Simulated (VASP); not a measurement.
The system is InAs.

```xyz
2
Lattice="0.0000 3.0180 3.0180 3.0180 0.0000 3.0180 3.0180 3.0180 0.0000" Properties=species:S:1:pos:R:3 pbc="T T T"
In    0.0000    0.0000    0.0000
As    1.5090    1.5090    1.5090
```

```yaml
Program: VASP 6.6.1
Task: relaxation of cell and atoms
Functional: PBE
Potentials_or_basis: VASP PAW PBE potentials, release 64 (In_d, As)
Cutoff: 600 eV
k_mesh: 6 × 6 × 6
Occupations: fermi-dirac, width 0.02 eV
Spin: no spin polarisation
```

At the start: pressure 4.5 GPa; volume 27.49 Å³/atom.

Question: How do energy, volume and symmetry change on relaxing?

Answer: Over 3 steps the energy falls by 28.1 meV/atom and the volume is 29.66 Å³/atom (+7.9 %); space group F-43m (No. 216, to 0.05 Å).

The path:
| step | energy change (eV) | largest force (eV/Å) | pressure (GPa) | volume (Å³) |
| --- | --- | --- | --- | --- |
| 1 | 0.0000 | 0.0000 | 4.46 | 54.98 |
| 2 | -0.0469 | 0.0000 | -1.45 | 61.29 |
| 3 | -0.0562 | 0.0000 | 0.01 | 59.32 |

Final structure:
```cif
data_structure
_symmetry_space_group_name_H-M 'P 1'
_symmetry_Int_Tables_number 1
_cell_length_a 4.3776
_cell_length_b 4.3776
_cell_length_c 4.3776
_cell_angle_alpha 60.000
_cell_angle_beta 60.000
_cell_angle_gamma 60.000
_cell_volume 59.32
loop_
_atom_site_label
_atom_site_type_symbol
_atom_site_fract_x
_atom_site_fract_y
_atom_site_fract_z
_atom_site_occupancy
In1 In 0.00000 0.00000 0.00000 1
As1 As 0.25000 0.25000 0.25000 1
```
